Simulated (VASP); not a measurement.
Data:

```
CELL_PARAMETERS angstrom
      4.19811     0.00000     0.00000
     -2.09905     3.63567     0.00000
      0.00000     0.00000     3.30685
ATOMIC_POSITIONS crystal
  Al 0.00000 0.00000 0.00000
  Sn 0.33333 0.66667 0.50000
```

These are r2SCAN meta-GGA, VASP's PBE PAW potentials (set 64) (plane waves; VASP) values and carry that method's errors. Numerical set-up: 400 eV cut-off, 9×9×10 Γ-centred mesh, first-order Methfessel-Paxton smearing of 0.10 eV, potentials Al Sn_d.

Energy and stress use the plane-wave basis of the starting cell.

Question: The ions, cell shape and volume are relaxed. What does this cell relax into?

Answer: 
```
CELL_PARAMETERS angstrom
      4.23460     0.00000     0.00000
     -2.11730     3.66727     0.00000
      0.00000     0.00000     3.17317
ATOMIC_POSITIONS crystal
  Al 0.00000 0.00000 0.00000
  Sn 0.33333 0.66667 0.50000
```
Space group P-6m2 (187), at a tolerance of 0.03 Å.

Question: How do energy and volume change from the first to the last step?

Answer: The energy (σ→0) changes by -11.5 meV/atom and the volume by -2.4 %, in 13 ionic steps.

```
step  E(σ→0) (eV)  max force (eV/Å)  pressure (GPa)  volume (Å³)
----  -----------  ----------------  --------------  -----------
1        -30.9667             0.000           -1.64        50.47
2        -30.9839             0.000            0.64        48.60
3        -30.9841             0.000            0.49        48.71
4        -30.9865             0.000            0.14        49.04
5        -30.9853             0.000           -0.60        50.01
6        -30.9884             0.000           -0.15        49.32
7        -30.9892             0.000           -0.41        49.67
8        -30.9894             0.000           -0.32        49.53
9        -30.9894             0.000           -0.35        49.57
10       -30.9876             0.000            0.17        49.29
11       -30.9896             0.000           -0.23        49.50
12       -30.9897             0.000            0.05        49.23
13       -30.9898             0.000            0.00        49.28
```

The structure comes from a computed database's AlSn entry (P-6m2); how it stands against other phases isn't given here. This run relaxes it. Symmetry was kept, so distortions that lower it aren't found. The electron count is odd and the run is not spin-polarised, which forces a metal.
